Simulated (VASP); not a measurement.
Given:

```yaml
crystal:
  lattice:
    - [4.32214, 0.00000, 0.00000]
    - [0.00000, 4.32214, 0.00000]
    - [0.00000, 0.00000, 4.32214]
  atoms:
    - { symbol: Cs, position: [0.00000, 0.00000, 0.00000] }
    - { symbol: Br, position: [0.50000, 0.50000, 0.50000] }
```

Method: r2SCAN meta-GGA, VASP's PBE PAW potentials (set 64) (plane waves; VASP 6.6.1). Run with 480 eV cut-off, 6×6×6 Γ-centred mesh, Gaussian smearing of 0.050 eV, potentials Cs_sv Br.

Unless said otherwise, spin-orbit coupling is left out, though it shifts the bands of the heavy elements here.

Each row applies one change to this cell, which was relaxed at other settings and keeps the small stress of the first row; at a fixed cut-off the stress holds a Pulay part, so it need not integrate to ΔE exactly. Stress is in GPa, positive when the cell is compressed; gaps are those on the k-mesh, and 0.00 means metallic.

```
change                                    ΔE (meV/atom)    σxx    σyy    σzz  largest shear component, with its sign (GPa)  largest force (eV/Å)  gap (eV)
----------------------------------------  -------------  -----  -----  -----  --------------------------------------------  --------------------  --------
none                                                0.0   0.05   0.05   0.05                                          0.00                 0.000      5.18
atom 1 (Cs) moved by 0.075 Å along x                1.3   0.06   0.08   0.08                                          0.00                 0.068      5.18
biaxial strain of +1.5 % in the xy plane            1.6  -0.49  -0.49  -0.16                                          0.00                 0.000      5.01
uniaxial strain of +0.5 % along z                   0.0   0.01   0.01  -0.11                                          0.00                 0.000      5.15
biaxial strain of -1.5 % in the xy plane              …      …      …      …                                             …                     …         …
biaxial strain of +3.0 % in the yz plane              …      …      …      …                                             …                     …         …
isotropic strain of -0.5 %                          0.7   0.29   0.29   0.29                                          0.00                 0.000      5.24
uniaxial strain of +1.0 % along y                   0.2  -0.04  -0.26  -0.04                                          0.00                 0.000      5.12
uniaxial strain of +0.5 % along y                   0.0   0.01  -0.11   0.01                                          0.00                 0.000      5.15
```

**Question.** Fill in the missing entries.

**Answer.** 
- biaxial strain of -1.5 % in the xy plane, ΔE (meV/atom): 2.8
- biaxial strain of -1.5 % in the xy plane, σxx: 0.68
- biaxial strain of -1.5 % in the xy plane, σyy: 0.68
- biaxial strain of -1.5 % in the xy plane, σzz: 0.33
- biaxial strain of -1.5 % in the xy plane, largest shear component, with its sign (GPa): 0.00
- biaxial strain of -1.5 % in the xy plane, largest force (eV/Å): 0.000
- biaxial strain of -1.5 % in the xy plane, gap (eV): 5.27
- biaxial strain of +3.0 % in the yz plane, ΔE (meV/atom): 7.1
- biaxial strain of +3.0 % in the yz plane, σxx: -0.32
- biaxial strain of +3.0 % in the yz plane, σyy: -0.97
- biaxial strain of +3.0 % in the yz plane, σzz: -0.97
- biaxial strain of +3.0 % in the yz plane, largest shear component, with its sign (GPa): 0.00
- biaxial strain of +3.0 % in the yz plane, largest force (eV/Å): 0.000
- biaxial strain of +3.0 % in the yz plane, gap (eV): 4.85

Failed runs are left out, and for metals the shear rows, which the mesh's noise covers.

The compound is CsBr in the CsCl type structure.
